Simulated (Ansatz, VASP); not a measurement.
**KAl4Zn: VASP beside Ansatz**

```
K Al Zn
1.0
     0.00000    3.91258    3.91258
     3.91258    0.00000    3.91258
     3.91258    3.91258    0.00000
K Al Zn
1 4 1
Direct
  0.75000 0.75000 0.75000
  0.87512 0.37496 0.37496
  0.37496 0.37496 0.37496
  0.37496 0.87512 0.37496
  0.37496 0.37496 0.87512
  0.00000 0.00000 0.00000
```

Change from the starting cell: species swapped into the GdLuAl4 type (F-43m, No. 216).

Alike in both runs: task relaxation of cell and atoms; functional PBE; k mesh 8 × 8 × 8; occupations gaussian, width 0.1 eV; no spin polarisation.

|  | VASP | Ansatz |
| --- | --- | --- |
| version | VASP 6.6.1 | Ansatz 0.2.0 |
| potentials or method | VASP PAW PBE potentials, release 64 (K_sv, Al, Zn) | scalar-relativistic, plane waves, PAW |
| plane-wave cutoff (eV) | 600 | 420 |
| valence electrons in the cell | 33 | 33 |

```tsv
	VASP	Ansatz	Ansatz less VASP
gap on the k mesh at the Fermi level, each at its own relaxed structure (eV)	none	none	-
relaxed volume (Å³/atom)	21.56	21.55	-0.011
relaxed cell length with the largest relative difference (Å)	5.677	5.676	-0.0010
energy change over the relaxation (meV/atom)	-18	-17	+0.5
```

A gap of «none» marks a metal or a gap that the smearing closes.
